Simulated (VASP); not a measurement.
# SbAs (Stibarsen) (R3m) in VASP: notebook

The runs below take SbAs (Stibarsen) through single point, with LDA.

All numbers are computed with VASP 6.6.1; they aren't measurements. Logs are shortened: lines on timing, memory, paths and dates and some standing lists are left out, and cuts for length are marked.

## Step 1: Starting point

Symmetry: R3m, No. 160, trigonal system. The conventional cell has a = 4.026 Å, b = 4.026 Å, c = 10.837 Å, α = 90.00°, β = 90.00°, γ = 120.00°. Sb (site symmetry 3m) is surrounded by 6 As at 2.94 to 2.95 Å. As (site symmetry 3m) has 6 Sb at 2.94 to 2.95 Å as nearest neighbours.

## Step 2: Single point, LDA

File INCAR:

```
PREC     = Accurate       # precision mode
ENCUT    = 520            # plane-wave cutoff, eV
EDIFF    = 1E-7           # SCF threshold, eV
ISMEAR   = -1             # smearing method
SIGMA    = 0.1            # smearing width, eV
LREAL    = F              # projectors in reciprocal space
LASPH    = T              # aspherical terms in the spheres
NELM     = 100            # most SCF steps
ALGO     = Normal         # electronic algorithm
ISIF     = 2              # what is computed and relaxed
LWAVE    = F              # write WAVECAR
LCHARG   = F              # write CHGCAR
NBANDS   = 12             # bands
```

File KPOINTS:

```
Automatic mesh
0
Gamma
  5 5 5
```

File POSCAR:

```
SbAs
1.0
    2.0127500000      1.1620620000      3.6123330000
   -2.0127500000      1.1620620000      3.6123330000
    0.0000000000     -2.3241240000      3.6123330000
Sb As
1 1
Direct
    0.5009227647      0.5009227647      0.5009227647
    0.0000000000      0.0000000000      0.0000000000
```

Potentials or basis: VASP PAW LDA potentials, release 64 (Sb, As).

Launch:

```
$ cat potpaw_LDA.64/Sb/POTCAR potpaw_LDA.64/As/POTCAR > POTCAR
$ mpirun -np 1 vasp_std > vasp.out
```

OUTCAR:

```text
PREC = Accurate
   ENCUT = 520
   EDIFF = 1E-7
   ISMEAR = -1
   LREAL = F
   LASPH = T
   NELM = 100
   ISIF = 2

 ion  position               nearest neighbor table
   1  0.501  0.501  0.501-   2 2.94   2 2.94   2 2.94   2 2.95   2 2.95   2 2.95
   2  0.000  0.000  0.000-   1 2.94   1 2.94   1 2.94   1 2.95   1 2.95   1 2.95

  LATTYP: Found a trigonal (rhomboedric) cell.
 ALAT       =     4.2954045627
 COS(alpha) =     0.5608613771

  Lattice vectors:

 A1 = (   2.0127500000,   1.1620620000,   3.6123330000)
 A2 = (  -2.0127500000,   1.1620620000,   3.6123330000)
 A3 = (   0.0000000000,  -2.3241240000,   3.6123330000)

Analysis of symmetry for initial positions (statically):
=====================================================================
 Subroutine PRICEL returns:
 Original cell was already a primitive cell.

 Routine SETGRP: Setting up the symmetry group for a
 trigonal (rhombohedral) supercell.

 Subroutine GETGRP returns: Found  6 space group operations
 (whereof  6 operations were pure point group operations)
 out of a pool of 12 trial point group operations.

The static configuration has the point symmetry C_3v.

Analysis of symmetry for dynamics (positions and initial velocities):
=====================================================================
 Subroutine PRICEL returns:
 Original cell was already a primitive cell.

 Routine SETGRP: Setting up the symmetry group for a
 trigonal (rhombohedral) supercell.

 Subroutine GETGRP returns: Found  6 space group operations
 (whereof  6 operations were pure point group operations)
 out of a pool of 12 trial point group operations.

The dynamic configuration has the point symmetry C_3v.

 Subroutine INISYM returns: Found  6 space group operations
 (whereof  6 operations are pure point group operations),
 and found     1 'primitive' translations

----------------------------------------------------------------------------------------

                                     Primitive cell

  volume of cell :      50.6942

  direct lattice vectors                    reciprocal lattice vectors
     2.012750000  1.162062000  3.612333000     0.248416346  0.143423214  0.092276469
    -2.012750000  1.162062000  3.612333000    -0.248416346  0.143423214  0.092276469
     0.000000000 -2.324124000  3.612333000     0.000000000 -0.286846428  0.092276469

  length of vectors
     4.295404563  4.295404563  4.295404762     0.301323490  0.301323490  0.301323447

  position of ions in fractional coordinates (direct lattice)
     0.500922765  0.500922765  0.500922765
[... 81 lines left out ...]
   TEBEG  =    0.0;   TEEND  =   0.0 temperature during run
   PSTRESS=    0.0 pullay stress
   NELECT =      10.0000    total number of electrons
   NUPDOWN=      -1.0000    fix difference up-down
   EMIN   =  10.00;   EMAX   =-10.00  energy-range for DOS
   EFERMI =   0.00;   METHOD = LEGACY
   ISMEAR =    -1;   SIGMA  =   0.10  broadening in eV -4-tet -1-fermi 0-gaus
   EFERMI_NEDOS =   21; number of points for ismear=-14 and -15
   IALGO  =     38    algorithm
   IMIX   =      4    mixing-type and parameters
     AMIX     =   0.40;   BMIX     =  1.00
     AMIX_MAG =   1.60;   BMIX_MAG =  1.00
  volume/ion in A,a.u.               =      25.35       171.05
  Fermi-wavevector in a.u.,A,eV,Ry     =   0.952991  1.800892 12.356699  0.908192
  Thomas-Fermi vector in A             =   2.081605
   LORBIT       =      0    0 simple, 1 ext, 2 COOP (PROOUT), +10 PAW based schemes
   GGA     = CA    functional components
   LHFCALC =     F    Hartree Fock is set to
   AEXX    =    0.0000 exact exchange contribution
   IVDW    =     0    specifies the selected vdW correction
   LEPSILON=     F    determine dielectric tensor
   LRPA    =     F    only Hartree local field effects (RPA)
 non-spin polarized calculation
  energy-cutoff  :      520.00
  volume of cell :       50.69
 maximum number of plane-waves:      1394
   NGX = 15   NGY = 15   NGZ = 15

 number of electron      10.0000000 magnetization

 Free energy of the ion-electron system (eV)
  ---------------------------------------------------
  ext. energy  EPLUGINS =         0.00000000
  ---------------------------------------------------
  free energy    TOTEN  =       -10.10902928 eV

  energy without entropy =      -10.08703658  energy(sigma->0) =      -10.09803293

 E-fermi :   6.2781     XC(G=0): -10.0504

 val. band max:        6.1807071770   @ k =  -0.2000   0.2000   0.0000
 cond. band min:       6.2963289835   @ k =   0.4000  -0.0000   0.0000
 fundamental gap:      0.1156218064
 Fermi energy:         6.2781354417

 k-point     1 :       0.0000    0.0000    0.0000
  band No.  band energies     occupation
      1      -7.0726      2.00000
      2       1.0302      2.00000
      3       3.8505      2.00000
      4       5.0282      1.99999
      5       5.0282      1.99999
      6       9.7981      0.00000
      7       9.7981      0.00000
      8      10.2271      0.00000
      9      11.0523      0.00000
     10      12.1664      0.00000
     11      12.1664      0.00000
     12      14.0035      0.00000
[... 256 lines left out ...]
 k-point    19 :      -0.4000    0.4000    0.4000
  band No.  band energies     occupation
      1      -4.7460      2.00000
      2      -3.5287      2.00000
      3       2.5755      2.00000
      4       4.6040      2.00000
      5       5.0191      1.99999
      6       8.0981      0.00000
      7       8.8024      0.00000
      8      10.9765      0.00000
      9      13.0148      0.00000
     10      14.0340      0.00000
     11      14.9440      0.00000
     12      17.5211      0.00000

------------------------ aborting loop because EDIFF is reached ----------------------------------------

  FORCE on cell =-STRESS in cart. coord.  units (eV):
  Direction    XX          YY          ZZ          XY          YZ          ZX
  --------------------------------------------------------------------------------------
  -------------------------------------------------------------------------------------
  Total       -1.3894779     -1.3894785     -2.5461690     -0.0000000      0.0000000      0.0000000
  in kB      -43.9141075    -43.9141261    -80.4710466     -0.0000000      0.0000000      0.0000000
  external PRESSURE =     -56.0997601 kB  Pullay stress =       0.0000000 kB

 VOLUME and BASIS-vectors are now :
 -----------------------------------------------------------------------------
  energy-cutoff  :      520.00
  volume of cell :       50.69
      direct lattice vectors                 reciprocal lattice vectors
     2.012750000  1.162062000  3.612333000     0.248416346  0.143423214  0.092276469
    -2.012750000  1.162062000  3.612333000    -0.248416346  0.143423214  0.092276469
     0.000000000 -2.324124000  3.612333000     0.000000000 -0.286846428  0.092276469

 POSITION                                       TOTAL-FORCE (eV/Angst)
 -----------------------------------------------------------------------------------
      0.00000      0.00000      5.42850         0.000000     -0.000000      0.060518
      0.00000      0.00000      0.00000         0.000000      0.000000     -0.060518
 -----------------------------------------------------------------------------------
    total drift:                               -0.000000     -0.000000     -0.000041

  FREE ENERGIE OF THE ION-ELECTRON SYSTEM (eV)
  ---------------------------------------------------
  free  energy   TOTEN  =       -10.1090292764 eV

  energy  without entropy=      -10.0870365798  energy(sigma->0) =      -10.09803293
```

Run time: 5.9 s. Hardware: 1 thread of Intel Xeon Platinum 8488C (Sapphire Rapids), shared host; peak memory 0.15 GiB.

What came out:

```yaml
Free_energy: -10.1090 eV
Pressure: -5.6 GPa
Largest_force: 0.061 eV/Å
Band_gap_on_the_k_mesh: none (metal or under the smearing width)
```

Forces on the atoms (eV/Å):
```
Sb   0.000  0.000  0.061
As   0.000  0.000 -0.061
```

Levels at points of the mesh, in eV from the Fermi level:
| k point | band 1 | band 2 | band 3 | band 4 | band 5 | band 6 | band 7 | band 8 | band 9 | band 10 |
| --- | --- | --- | --- | --- | --- | --- | --- | --- | --- | --- |
| (0.00, 0.00, 0.00) | -13.35 | -5.25 | -2.43 | -1.25 | -1.25 | 3.52 | 3.52 | 3.95 | 4.77 | 5.89 |

Caveat: the k mesh is coarse (spacing up to 0.38 Å⁻¹), so the values aren't converged.

## Step 3: Single point, LDA

File INCAR:

```
PREC = Accurate
ENCUT = 520
EDIFF = 1E-6
ISMEAR = -1
SIGMA = 0.1
LREAL = False
LASPH = True
NELM = 100
ALGO = Normal
ISIF = 2
LWAVE = False
LCHARG = True
GGA = CA
LELF = True
LVHAR = True
NBANDS = 12
```

File KPOINTS:

```
regular mesh
0
Gamma
  5 5 5
```

Changes to POSCAR since step 2:

```diff
@@ -8,3 +8,3 @@
 Direct
-    0.5009227647      0.5009227647      0.5009227647
+    0.5000000000      0.5000000000      0.5000000000
     0.0000000000      0.0000000000      0.0000000000
```

Potentials or basis: VASP PAW LDA potentials, release 64 (Sb, As).

Launch:

```
$ cat potpaw_LDA.64/Sb/POTCAR potpaw_LDA.64/As/POTCAR > POTCAR
$ mpirun -np 1 vasp_std > vasp.out
```

OUTCAR:

```text
PREC = Accurate
   ENCUT = 520
   EDIFF = 1E-6
   ISMEAR = -1
   LREAL = False
   LASPH = True
   NELM = 100
   ISIF = 2
   GGA = CA

 ion  position               nearest neighbor table
   1  0.500  0.500  0.500-   2 2.94   2 2.94   2 2.94   2 2.94   2 2.94   2 2.94
   2  0.000  0.000  0.000-   1 2.94   1 2.94   1 2.94   1 2.94   1 2.94   1 2.94

  LATTYP: Found a trigonal (rhomboedric) cell.
 ALAT       =     4.2954045627
 COS(alpha) =     0.5608613771

  Lattice vectors:

 A1 = (   2.0127500000,   1.1620620000,   3.6123330000)
 A2 = (  -2.0127500000,   1.1620620000,   3.6123330000)
 A3 = (   0.0000000000,  -2.3241240000,   3.6123330000)

Analysis of symmetry for initial positions (statically):
=====================================================================
 Subroutine PRICEL returns:
 Original cell was already a primitive cell.

 Routine SETGRP: Setting up the symmetry group for a
 trigonal (rhombohedral) supercell.

 Subroutine GETGRP returns: Found 12 space group operations
 (whereof 12 operations were pure point group operations)
[... 168 lines left out ...]
      2       1.0301      2.00000
      3       3.8503      2.00000
      4       5.0283      1.99999
      5       5.0283      1.99999
      6       9.7982      0.00000
      7       9.7982      0.00000
      8      10.2297      0.00000
      9      11.0498      0.00000
     10      12.1662      0.00000
     11      12.1662      0.00000
     12      14.0034      0.00000
[... 256 lines left out ...]
 k-point    19 :      -0.4000    0.4000    0.4000
  band No.  band energies     occupation
      1      -4.7452      2.00000
      2      -3.5295      2.00000
      3       2.5757      2.00000
      4       4.6042      2.00000
      5       5.0190      1.99999
      6       8.0979      0.00000
      7       8.8026      0.00000
      8      10.9766      0.00000
      9      13.0148      0.00000
     10      14.0336      0.00000
     11      14.9441      0.00000
     12      17.5211      0.00000

------------------------ aborting loop because EDIFF is reached ----------------------------------------

  FORCE on cell =-STRESS in cart. coord.  units (eV):
  Direction    XX          YY          ZZ          XY          YZ          ZX
  --------------------------------------------------------------------------------------
  -------------------------------------------------------------------------------------
  Total       -1.3903816     -1.3903822     -2.5492981     -0.0000000     -0.0000000     -0.0000000
  in kB      -43.9426696    -43.9426881    -80.5699405     -0.0000000     -0.0000000     -0.0000000
  external PRESSURE =     -56.1517661 kB  Pullay stress =       0.0000000 kB

 VOLUME and BASIS-vectors are now :
 -----------------------------------------------------------------------------
  energy-cutoff  :      520.00
  volume of cell :       50.69
      direct lattice vectors                 reciprocal lattice vectors
     2.012750000  1.162062000  3.612333000     0.248416346  0.143423214  0.092276469
    -2.012750000  1.162062000  3.612333000    -0.248416346  0.143423214  0.092276469
     0.000000000 -2.324124000  3.612333000     0.000000000 -0.286846428  0.092276469

 POSITION                                       TOTAL-FORCE (eV/Angst)
 -----------------------------------------------------------------------------------
      0.00000      0.00000      5.41850        -0.000000     -0.000000      0.000000
      0.00000      0.00000      0.00000         0.000000      0.000000     -0.000000
 -----------------------------------------------------------------------------------
    total drift:                               -0.000000     -0.000000     -0.000000

  FREE ENERGIE OF THE ION-ELECTRON SYSTEM (eV)
  ---------------------------------------------------
  free  energy   TOTEN  =       -10.1087263142 eV

  energy  without entropy=      -10.0866890705  energy(sigma->0) =      -10.09770769
```

stdout:

```text
POSCAR found type information on POSCAR SbAs
 POSCAR found :  2 types and       2 ions
 scaLAPACK will be used
 LDA part: xc-table for (Slater(with rela. corr.)+CA(PZ))
 , standard interpolation
 POSCAR, INCAR and KPOINTS ok, starting setup
 FFT: planning ... GRIDC
 FFT: planning ... GRID_SOFT
 FFT: planning ... GRID
 WAVECAR not read
 entering main loop
```

Wall time 6.7 s (1 thread of Intel Xeon Platinum 8488C (Sapphire Rapids), shared host); peak memory 0.15 GiB.

Results:

- Free energy: -10.1087 eV
- Pressure: -5.6 GPa
- Band gap on the k mesh: none (metal or under the smearing width)

Stress tensor (GPa, compression positive):
```
-4.39  0.00  0.00
 0.00 -4.39  0.00
 0.00  0.00 -8.06
```

Levels at points of the mesh, in eV from the Fermi level:
```csv
k point,band 3,band 4,band 5,band 6,band 7,band 8
"(0.00, 0.00, 0.00)",-2.43,-1.25,-1.25,3.52,3.52,3.95
```

Caveat: the k mesh is coarse (spacing up to 0.38 Å⁻¹), so the values aren't converged. The run has no spin-orbit coupling, so splittings on Sb are missing.
